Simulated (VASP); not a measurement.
Computed with optB88-vdW, VASP's PBE PAW potentials (set 64) (plane waves; VASP).

The input files of a VASP run:

### POSCAR
```
Ag
2.8593430
  0.0000000000   0.7071067995   0.7071067995
  0.7071067995   0.0000000000   0.7071067995
  0.7071067995   0.7071067995   0.0000000000
Ag
1
direct
  0.0000000000   0.0000000000   0.0000000000
```

**KPOINTS**
```
K-points
0
G
15 15 15
0 0 0
```

**INCAR**
```
# general
SYSTEM   = Ag
PREC     = Accurate
ENCUT    = 520
LREAL    = F
LASPH    = T

# electronic loop
EDIFF    = 1E-7
NELM     = 100
ALGO     = Normal
LMAXMIX  = 4

# smearing
ISMEAR   = 1
SIGMA    = 0.1

# functional
GGA      = BO
LUSE_VDW = T
AGGAC    = 0.0
PARAM1   = 0.1833333333
PARAM2   = 0.22

# ions
ISIF     = 2

# output
LWAVE    = F
LCHARG   = F
```

POTCAR, in this order: Ag (PBE.64 set). Program: vasp_std.

What VASP printed:

**OSZICAR**
```
       N       E                     dE             d eps       ncg     rms          rms(c)
DAV:   1     0.479065795325E+02    0.47907E+02   -0.57519E+03  2216   0.111E+03
DAV:   2     0.486649477720E+00   -0.47420E+02   -0.45247E+02  2223   0.208E+02
DAV:   3     0.121025766409E+00   -0.36562E+00   -0.36556E+00  2601   0.226E+01
DAV:   4     0.120315101142E+00   -0.71067E-03   -0.71065E-03  2408   0.944E-01
DAV:   5     0.120310236362E+00   -0.48648E-05   -0.48652E-05  2515   0.734E-02    0.554E+00
DAV:   6     0.365151210797E+00    0.24484E+00   -0.11126E+00  2205   0.115E+01    0.349E+00
DAV:   7     0.375739057156E+00    0.10588E-01   -0.12103E-02  2348   0.123E+00    0.191E+00
DAV:   8     0.379472234398E+00    0.37332E-02   -0.74128E-04  2240   0.303E-01    0.679E-02
DAV:   9     0.379460298313E+00   -0.11936E-04   -0.74548E-06  2542   0.251E-02    0.125E-02
DAV:  10     0.379455370907E+00   -0.49274E-05   -0.46495E-06  2323   0.271E-02    0.256E-03
DAV:  11     0.379455503585E+00    0.13268E-06   -0.62588E-08  1923   0.266E-03    0.506E-04
DAV:  12     0.379455551915E+00    0.48330E-07   -0.11829E-08  1121   0.130E-03
   1 F= 0.37945555E+00 E0= 0.37957047E+00  d E =-.344756E-03
```

### OUTCAR
```
------------------------ aborting loop because EDIFF is reached ----------------------------------------
  FORCE on cell =-STRESS in cart. coord.  units (eV):
  Direction    XX          YY          ZZ          XY          YZ          ZX
  --------------------------------------------------------------------------------------
  Total        0.7391072      0.7391072      0.7391072      0.0000000     -0.0000000     -0.0000000
  in kB       71.6364752     71.6364752     71.6364752      0.0000000     -0.0000000     -0.0000000
  external PRESSURE =      71.6364752 kB  Pullay stress =       0.0000000 kB
  volume of cell :       16.53
      direct lattice vectors                 reciprocal lattice vectors
     0.000000000  2.021860877  2.021860877    -0.247296936  0.247296936  0.247296936
     2.021860877  0.000000000  2.021860877     0.247296936 -0.247296936  0.247296936
     2.021860877  2.021860877  0.000000000     0.247296936  0.247296936 -0.247296936
 POSITION                                       TOTAL-FORCE (eV/Angst)
 -----------------------------------------------------------------------------------
      0.00000      0.00000      0.00000         0.000000      0.000000      0.000000
 -----------------------------------------------------------------------------------
    total drift:                               -0.000000      0.000000     -0.000000
  FREE ENERGIE OF THE ION-ELECTRON SYSTEM (eV)
  ---------------------------------------------------
  free  energy   TOTEN  =         0.3794555519 eV

  energy  without entropy=        0.3798003082  energy(sigma->0) =        0.37957047
```
(Selected blocks of OUTCAR.)

File OUTCAR:
```
 val. band max:        8.9152564838   @ k =  -0.3333   0.2000   0.0000

 cond. band min:       8.9533544646   @ k =  -0.4000   0.1333   0.0000


 Fermi energy:         8.9304034576

 k-point     1 :       0.0000    0.0000    0.0000
  band No.  band energies     occupation
      1       0.7697      2.00000
      2       3.7698      2.00000
      3       3.7698      2.00000
      4       3.7698      2.00000
      5       4.8559      2.00000
      6       4.8559      2.00000
      7      25.0509      0.00000
      8      28.6123      0.00000
      9      28.6123      0.00000

 k-point     2 :       0.0667    0.0000    0.0000
  band No.  band energies     occupation
      1       0.9122      2.00000
      2       3.7370      2.00000
      3       3.8101      2.00000
      4       3.8101      2.00000
      5       4.8406      2.00000
      6       4.8406      2.00000
      7      25.0856      0.00000
      8      27.5082      0.00000
      9      28.6827      0.00000

 k-point     3 :       0.1333    0.0000    0.0000
  band No.  band energies     occupation
      1       1.3141      2.00000
      2       3.6736      2.00000
      3       3.9068      2.00000
      4       3.9068      2.00000
      5       4.8188      2.00000
      6       4.8188      2.00000
      7      24.4212      0.00000
      8      26.1047      0.00000
      9      28.8409      0.00000

 k-point     4 :       0.2000    0.0000    0.0000
  band No.  band energies     occupation
      1       1.8540      2.00000
      2       3.7247      2.00000
      3       3.9833      2.00000
      4       3.9833      2.00000
      5       4.8656      2.00000
      6       4.8656      2.00000
      7      22.1120      0.00000
      8      25.9137      0.00000
      9      28.9141      0.00000

 k-point     5 :       0.2667    0.0000    0.0000
  band No.  band energies     occupation
      1       2.2138      2.00000
      2       3.9666      2.00000
      3       3.9666      2.00000
...
```

The compound is Ag in the fcc structure. This cell is one point of a volume scan, at 0.94 of the reference volume.
